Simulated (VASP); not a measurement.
Computed with PBEsol GGA, VASP's PBE PAW potentials (set 64) (plane waves; VASP).

A VASP calculation is set up with these files.

**POSCAR**
```
BN
1
    1.2775791530    -2.2128322231     0.0000000000
    1.2775791530     2.2128322231     0.0000000000
    0.0000000000     0.0000000000     4.2260448306
B N
2 2
Direct
  0.6666670000   0.3333330000   0.5002486094
  0.3333330000   0.6666670000   0.0002486094
  0.6666670000   0.3333330000   0.8747513906
  0.3333330000   0.6666670000   0.3747513906
```

### INCAR
```
! general
SYSTEM = BN
PREC   = Accurate
ENCUT  = 600   ! plane-wave cut-off (eV)
LREAL  = F   ! projection in real space or not
LASPH  = T   ! aspherical one-centre terms

! electronic loop
EDIFF  = 1E-7   ! SCF stop (eV)
NELM   = 100   ! most electronic steps
ALGO   = Normal   ! blocked Davidson

! smearing
ISMEAR = 0
SIGMA  = 0.05   ! width (eV)

! functional
GGA    = PS

! ions
ISIF   = 2

! output
LWAVE  = F
LCHARG = F
```

File KPOINTS:
```
Automatic mesh
0
Gamma
10 10 6
0 0 0
```

POTCAR, in this order: B N (PBE.64 set). Program: vasp_std.

Output of the run:

**OSZICAR**
```
       N       E                     dE             d eps       ncg     rms          rms(c)
DAV:   1     0.562434774698E+02    0.56243E+02   -0.95134E+03  1344   0.146E+03
DAV:   2    -0.357059999990E+02   -0.91949E+02   -0.84644E+02  1904   0.304E+02
DAV:   3    -0.384779085476E+02   -0.27719E+01   -0.27622E+01  1780   0.536E+01
DAV:   4    -0.384952912675E+02   -0.17383E-01   -0.17365E-01  1660   0.422E+00
DAV:   5    -0.384955095047E+02   -0.21824E-03   -0.21817E-03  1716   0.440E-01    0.915E+00
DAV:   6    -0.368261932795E+02    0.16693E+01   -0.43665E+00  1692   0.180E+01    0.443E+00
DAV:   7    -0.366696423161E+02    0.15655E+00   -0.21176E-01  1580   0.484E+00    0.262E+00
DAV:   8    -0.366286377097E+02    0.41005E-01   -0.69410E-02  1536   0.232E+00    0.227E-01
DAV:   9    -0.366276124284E+02    0.10253E-02   -0.25158E-03  1740   0.553E-01    0.114E-01
DAV:  10    -0.366276893549E+02   -0.76926E-04   -0.21440E-04  1624   0.145E-01    0.235E-02
DAV:  11    -0.366276873397E+02    0.20152E-05   -0.43037E-05  1708   0.590E-02    0.106E-02
DAV:  12    -0.366276878946E+02   -0.55498E-06   -0.40363E-06  1716   0.199E-02    0.199E-03
DAV:  13    -0.366276879935E+02   -0.98866E-07   -0.78835E-08  1212   0.345E-03
   1 F= -.36627688E+02 E0= -.36627688E+02  d E =-.949407E-13
```

OUTCAR:
```
------------------------ aborting loop because EDIFF is reached ----------------------------------------
  FORCE on cell =-STRESS in cart. coord.  units (eV):
  Direction    XX          YY          ZZ          XY          YZ          ZX
  --------------------------------------------------------------------------------------
  Total       -0.8827992     -0.8827993     -0.8827211     -0.0000000     -0.0000000      0.0000000
  in kB      -59.1932382    -59.1932500    -59.1880051     -0.0000000     -0.0000000      0.0000000
  external PRESSURE =     -59.1914978 kB  Pullay stress =       0.0000000 kB
  volume of cell :       23.89
      direct lattice vectors                 reciprocal lattice vectors
     1.277579153 -2.212832223  0.000000000     0.391365184 -0.225954772  0.000000000
     1.277579153  2.212832223  0.000000000     0.391365184  0.225954772  0.000000000
     0.000000000  0.000000000  4.226044831     0.000000000  0.000000000  0.236627873
  FREE ENERGIE OF THE ION-ELECTRON SYSTEM (eV)
  ---------------------------------------------------
  free  energy   TOTEN  =       -36.6276879935 eV

  energy  without entropy=      -36.6276879935  energy(sigma->0) =      -36.62768799
```
(Selected blocks of OUTCAR.)

The compound is BN in the wurtzite structure, a metastable high-pressure form. This cell was strained or had an atom moved on purpose.
